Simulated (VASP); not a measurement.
# TaS$_{2}$ (space group P-3m1): computed properties

Computed with PBEsol GGA, VASP's PBE PAW potentials (set 64) (plane waves; VASP).

* **space group**: P-3m1 (164)
* **cell**: a = b = 3.3210 Å, c = 6.0302 Å, α = β = 90.00°, γ = 120.00°
* **volume per atom**: 19.20 Å^3/atom
* **band gap (over mesh and band path)**: none (metal, semimetal or under 0.01 eV)
* **density**: 7.07 g/cm³

```cif
data_S2Ta
_chemical_formula_sum 'Ta1 S2'
_space_group_name_H-M_alt 'P-3m1'
_space_group_IT_number 164
_space_group_name_Hall '-P 3 2"'
_cell_length_a 3.32098
_cell_length_b 3.32098
_cell_length_c 6.03016
_cell_angle_alpha 90.000
_cell_angle_beta 90.000
_cell_angle_gamma 120.000
loop_
_atom_site_label
_atom_site_type_symbol
_atom_site_symmetry_multiplicity
_atom_site_Wyckoff_symbol
_atom_site_fract_x
_atom_site_fract_y
_atom_site_fract_z
_atom_site_occupancy
Ta1 Ta 1 a 0.00000 0.00000 0.00000 1
S1 S 2 d 0.33333 0.66667 0.25529 1
```

Without a dispersion term in the relaxation, distances and binding between the weakly bound layers, chains or molecules are unreliable, and so is what depends on them. Unless said otherwise, spin-orbit coupling is left out, though it shifts the bands of the heavy elements here.

The structure comes from a measured TaS2 entry (P-3m1) of the Crystallography Open Database, whose conditions weren't checked. It was relaxed first. Symmetry was kept, so distortions that lower it aren't found. The electron count is odd and the run is not spin-polarised, which forces a metal.
